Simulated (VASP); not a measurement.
Input:

```
Be
1.0
    1.14500    -1.98320     0.00000
    1.14500     1.98320     0.00000
    0.00000     0.00000     3.58000
Be
2
Direct
  0.33333   0.66667   0.25000
  0.66667   0.33333   0.75000
```

All values below come from LDA (Ceperley-Alder, Perdew-Zunger), VASP's LDA PAW potentials (set 64) (plane waves; VASP 6.6.1). Numerical set-up: 520 eV cut-off, 16×16×9 Γ-centred mesh, first-order Methfessel-Paxton smearing of 0.10 eV, potentials Be.

Energy and stress use the plane-wave basis of the starting cell.

The ions, cell shape and volume are relaxed. Which structure does the run end with?

```
Be
1.0
    1.11590    -1.93279     0.00000
    1.11590     1.93279     0.00000
    0.00000     0.00000     3.50906
Be
2
Direct
  0.33333   0.66667   0.25000
  0.66667   0.33333   0.75000
```
Space group P6_3/mmc (194), at a tolerance of 0.03 Å.

How do energy and volume change from the first to the last step?

The energy (σ→0) changes by -14.9 meV/atom and the volume by -6.9 %, in 6 ionic steps.

```json
[
 {"step": "1", "E(σ→0) (eV)": "-8.3940", "max force (eV/Å)": "0.000", "pressure (GPa)": "-8.17", "volume (Å³)": "16.26"},
 {"step": "2", "E(σ→0) (eV)": "-8.4231", "max force (eV/Å)": "0.000", "pressure (GPa)": "-1.22", "volume (Å³)": "15.30"},
 {"step": "3", "E(σ→0) (eV)": "-8.4236", "max force (eV/Å)": "0.000", "pressure (GPa)": "-0.01", "volume (Å³)": "15.16"},
 {"step": "4", "E(σ→0) (eV)": "-8.4236", "max force (eV/Å)": "0.000", "pressure (GPa)": "0.17", "volume (Å³)": "15.14"},
 {"step": "5", "E(σ→0) (eV)": "-8.4238", "max force (eV/Å)": "0.000", "pressure (GPa)": "0.15", "volume (Å³)": "15.14"},
 {"step": "6", "E(σ→0) (eV)": "-8.4238", "max force (eV/Å)": "0.000", "pressure (GPa)": "0.15", "volume (Å³)": "15.14"}
]
```

The compound is Be in the hcp structure. This run relaxes it. Symmetry was kept, so distortions that lower it aren't found.
